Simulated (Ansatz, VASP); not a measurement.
# One calculation of Mn2ZnAs2, two programs

INCAR

```
PREC = Accurate
ENCUT = 520
EDIFF = 1E-7
ISMEAR = -1
SIGMA = 0.05
LREAL = F
LASPH = T
NELM = 150
ALGO = Normal
ISIF = 2
LWAVE = F
LCHARG = T
ISPIN = 2
MAGMOM = 0 0 0 4 4
LORBIT = 11
LMAXMIX = 4
GGA = PE
LELF = T
LVHAR = T
NBANDS = 36
```

Contents of KPOINTS:

```
Automatic mesh
0
Gamma
  8 8 4
```

The input POSCAR:

```
Mn2ZnAs2
1.0
    4.0990000000      0.0000000000      0.0000000000
   -2.0495000000      3.5498381301      0.0000000000
    0.0000000000      0.0000000000      6.5720000000
As Zn Mn
2 1 2
Direct
    0.6729000000      0.3527180000      0.2293650000
    0.3330530000      0.6811760000      0.7665980000
    0.0007630000      0.0083550000      0.0044970000
    0.6573230000      0.3162200000      0.6305450000
    0.3314960000      0.6664860000      0.3724570000
```

File input.yaml:

```yaml
crystal:
  lattice:
    - [4.099, 0.0, 0.0]
    - [-2.0495, 3.5498381301, 0.0]
    - [0.0, 0.0, 6.572]
  atoms:
    - { symbol: As, position: [0.6729, 0.352718, 0.229365] }
    - { symbol: As, position: [0.333053, 0.681176, 0.766598] }
    - { symbol: Zn, position: [0.000763, 0.008355, 0.004497] }
    - { symbol: Mn, position: [0.657323, 0.31622, 0.630545], spin: 4.0 }
    - { symbol: Mn, position: [0.331496, 0.666486, 0.372457], spin: 4.0 }
hamiltonian:
  xc: pbe
  pseudopotentials: { kind: paw }
magnetization:
  spin_polarized: true
kpoints:
  mp_grid: { grid: [8, 8, 4] }
scf:
  occupations: { method: fermi_dirac, width: 0.05 }
output:
  forces: true
  stress: true
  eigenvalues: true
```

Change from the starting cell: atoms moved at random, drawn with an rms of 0.05 Å.

Alike in both runs: task single point; functional PBE; k mesh 8 × 8 × 4; occupations fermi-dirac, width 0.05 eV; collinear spin, ferromagnetic start.

```csv
,VASP,Ansatz
version,VASP 6.6.1,Ansatz 0.2.0
potentials or method,"VASP PAW PBE potentials, release 64 (As, Zn, Mn_pv)",Ansatz PAW
plane-wave cutoff (eV),520,420
valence electrons in the cell,48,72
```

Ansatz gave:

```
gap on the k mesh at the Fermi level (eV)                     : none
pressure (GPa)                                                : -2.7
largest component of the traceless stress (GPa)               : 1.83
rms of the force components (eV/Å)                            : 0.352
net moment per atom (μB)                                      : 0.00
size of the moment on the site where the two differ most (μB) : 0.00
```

Question: Which values does VASP return?

Answer: gap on the k mesh at the Fermi level (eV): none; pressure (GPa): -3.0; largest component of the traceless stress (GPa): 0.99; rms of the force components (eV/Å): 0.295; net moment per atom (μB): 1.47; size of the moment on the site where the two differ most (μB): 0.08.

The net moments differ so much that the two runs ended in different magnetic states, which moves the other rows too. Site moments also hang on the region over which each program counts them. Atom by atom the forces differ by 0.123 eV/Å (rms over components). A gap of «none» marks a metal or a gap that the smearing closes. The two sets of potentials don't hold the same shells in valence.

Caveats: only a ferromagnetic start was run, and an antiferromagnetic order may lie lower in energy (VASP); the starting moments weren't kept (Ansatz).
